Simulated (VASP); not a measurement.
All values below come from PBE GGA, VASP's PBE PAW potentials (set 64) (plane waves; VASP).

VASP input:

KPOINTS:
```
Automatic
0
Gamma
13 13 12
0 0 0
```

File POSCAR:
```
WC
1.0
  1.4526280000  -2.5409870000   0.0000000000
  1.4526280000   2.5409870000   0.0000000000
  0.0000000000   0.0000000000   2.7686920000
W C
1 1
Direct
  0.0000000000   0.0000000000   0.0000000000
  0.3588770000   0.6922110000   0.5000000000
```

### INCAR
```
! general
SYSTEM  = WC
PREC    = Accurate
ENCUT   = 520
LREAL   = .FALSE.
LASPH   = .TRUE.
NBANDS  = 10

! electronic loop
EDIFF   = 1E-6
NELM    = 100
ALGO    = Normal
LMAXMIX = 6

! smearing
ISMEAR  = 1
SIGMA   = 0.1

! functional
GGA     = PE

! ions
ISIF    = 2

! output
LWAVE   = .FALSE.
LCHARG  = .FALSE.
```

POTCAR, in this order: W_sv C (PBE.64 set). Program: vasp_std.

Unless said otherwise, spin-orbit coupling is left out, though it shifts the bands of the heavy elements here.

Q: What does the run give for the energy per atom (σ→0), pressure, largest force, band gap (on the k-mesh)?

A: 
```yaml
energy per atom (σ→0): -11.172 eV/atom
band gap (on the k-mesh): none (metal, semimetal or under 0.01 eV)
pressure: 15.74 GPa
largest_force: 1.285 eV/Å
```

**OSZICAR**
```
...
DAV:   7    -0.223656550382E+02    0.31421E-01   -0.65663E-01 13554   0.690E+00    0.577E+00
DAV:   8    -0.223472367762E+02    0.18418E-01   -0.77293E-02 14170   0.243E+00    0.393E-01
DAV:   9    -0.223445301192E+02    0.27067E-02   -0.28949E-02 13732   0.123E+00    0.132E-01
DAV:  10    -0.223442817614E+02    0.24836E-03   -0.16677E-03 13626   0.480E-01    0.250E-02
DAV:  11    -0.223442880661E+02   -0.63047E-05   -0.96970E-05 17880   0.972E-02    0.122E-02
DAV:  12    -0.223442851080E+02    0.29581E-05   -0.13790E-05 15148   0.508E-02    0.760E-03
DAV:  13    -0.223442851191E+02   -0.11196E-07   -0.49726E-07  7122   0.109E-02
   1 F= -.22344285E+02 E0= -.22344250E+02  d E =-.105510E-03
```

The compound is WC in the wc structure. The cell was not relaxed at this level, atoms are displaced from their ideal sites. The run is one of a series of settings (NBANDS = 10 against the base run), some of them coarse on purpose. VASP warned that the highest band is occupied, so more bands are needed.
